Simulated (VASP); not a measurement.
Data:

```
CoSmP
1.0
    3.86904     0.00000     0.00000
    0.00000     3.86904     0.00000
    0.00000     0.00000     6.68377
Sm Co P
2 2 2
Direct
  0.00000   0.50000   0.32084
  0.50000   0.00000   0.67916
  0.00000   0.00000   0.00000
  0.50000   0.50000   0.00000
  0.00000   0.50000   0.81387
  0.50000   0.00000   0.18613
```

The numbers are results of PBEsol GGA with spin-orbit coupling, VASP's PBE PAW potentials (set 64) (plane waves; VASP 6.6.1), not measurements. Settings: 400 eV cut-off, 7×7×4 Γ-centred mesh, Gaussian smearing of 0.050 eV, potentials Sm_3 Co P.

The 4f electrons are frozen in the core of the lanthanide potential, so 4f levels, which can set the real gap, and their magnetism are missing. The run has a spin-polarised start.

Question: Give the energies of bands 43 to 56 at the high-symmetry points, in eV from the Fermi level.

Answer: 
| band | Γ | X | M | Z | R | A |
|---|---|---|---|---|---|---|
| 43 | -0.83 | -1.52 | -1.50 | -0.92 | -1.45 | -1.52 |
| 44 | -0.76 | -1.52 | -1.50 | -0.84 | -1.45 | -1.52 |
| 45 | -0.73 | -1.41 | -1.11 | -0.74 | -0.74 | -1.23 |
| 46 | -0.60 | -1.41 | -1.11 | -0.65 | -0.74 | -1.23 |
| 47 | -0.56 | -0.91 | -0.88 | -0.52 | -0.60 | -0.88 |
| 48 | -0.22 | -0.91 | -0.88 | -0.23 | -0.60 | -0.88 |
| 49 | -0.14 | -0.26 | -0.40 | 0.12 | -0.34 | -0.42 |
| 50 | -0.01 | -0.26 | -0.40 | 0.54 | -0.34 | -0.42 |
| 51 | 0.53 | 0.35 | -0.16 | 0.98 | 0.07 | 0.02 |
| 52 | 0.62 | 0.35 | -0.16 | 1.24 | 0.07 | 0.02 |
| 53 | 0.93 | 1.86 | 0.23 | 1.35 | 0.68 | 0.42 |
| 54 | 1.25 | 1.86 | 0.23 | 1.50 | 0.68 | 0.42 |
| 55 | 1.52 | 2.08 | 0.71 | 1.52 | 1.11 | 0.69 |
| 56 | 1.54 | 2.08 | 0.71 | 1.67 | 1.11 | 0.69 |

It has no gap at this level: it comes out as a metal or semimetal.

The structure comes from a computed database's SmCoP entry (P4/nmm); how it stands against other phases isn't given here. It was relaxed first, which changed the volume by -12 %.
